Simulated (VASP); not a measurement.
A convergence study with VASP on ZrO₂ (fluorite): one setting is varied, all else stays as given below, so the limit is that of these other settings.

```
CELL_PARAMETERS angstrom
      0.00000     2.54500     2.54500
      2.54500     0.00000     2.54500
      2.54500     2.54500     0.00000
ATOMIC_POSITIONS crystal
  Zr 0.00000 0.00000 0.00000
  O  0.25000 0.25000 0.25000
  O  0.75000 0.75000 0.75000
```

The numbers are results of PBE GGA, VASP's PBE PAW potentials (set 64) (plane waves; VASP 6.6.1), not measurements. The tightest run used: 700 eV cut-off, 16×16×16 Γ-centred mesh, Gaussian smearing of 0.050 eV, potentials Zr_sv O.

**Question.** The settings run are 1×1×1 mesh; 2×2×2 mesh; 3×3×3 mesh; 4×4×4 mesh; 5×5×5 mesh; 6×6×6 mesh; 7×7×7 mesh; 8×8×8 mesh; 9×9×9 mesh; 10×10×10 mesh; 11×11×11 mesh; 12×12×12 mesh; 13×13×13 mesh; 14×14×14 mesh; 15×15×15 mesh; 16×16×16 mesh. From which on does the stress (every component) stay within 0.1 GPa of the tightest run?

**Answer.** From 3×3×3 mesh on: it is off by 0.04 there and by no more than 0.1 in any finer run, while 2×2×2 mesh is off by 4.03.
| setting | E (eV/atom) | pressure (GPa) | irreducible k-points | difference judged (GPa) |
|---|---|---|---|---|
| 1×1×1 mesh | -9.9559 | -25.66 | 1 | 29.46 |
| 2×2×2 mesh | -9.3391 | 7.83 | 3 | 4.03 |
| 3×3×3 mesh | -9.5231 | 3.76 | 4 | 0.04 |
| 4×4×4 mesh | -9.5242 | 3.79 | 8 | 0.01 |
| 5×5×5 mesh | -9.5245 | 3.80 | 10 | 0.00 |
| 6×6×6 mesh | -9.5245 | 3.80 | 16 | 0.00 |
| 7×7×7 mesh | -9.5245 | 3.80 | 20 | 0.00 |
| 8×8×8 mesh | -9.5245 | 3.80 | 29 | 0.00 |
| 9×9×9 mesh | -9.5245 | 3.80 | 35 | 0.00 |
| 10×10×10 mesh | -9.5245 | 3.80 | 47 | 0.00 |
| 11×11×11 mesh | -9.5245 | 3.80 | 56 | 0.00 |
| 12×12×12 mesh | -9.5245 | 3.80 | 72 | 0.00 |
| 13×13×13 mesh | -9.5245 | 3.80 | 84 | 0.00 |
| 14×14×14 mesh | -9.5245 | 3.80 | 104 | 0.00 |
| 15×15×15 mesh | -9.5245 | 3.80 | 120 | 0.00 |
| 16×16×16 mesh | -9.5245 | 3.80 | 145 | 0.00 |

Left out are rungs that failed or repeat a setting and relaxations that didn't move; long series are thinned to 24 rows.

The compound is ZrO2 in the fluorite structure, the high-temperature cubic form, which is unstable at 0 K; the monoclinic form is the stable one. The cell was not relaxed at this level.
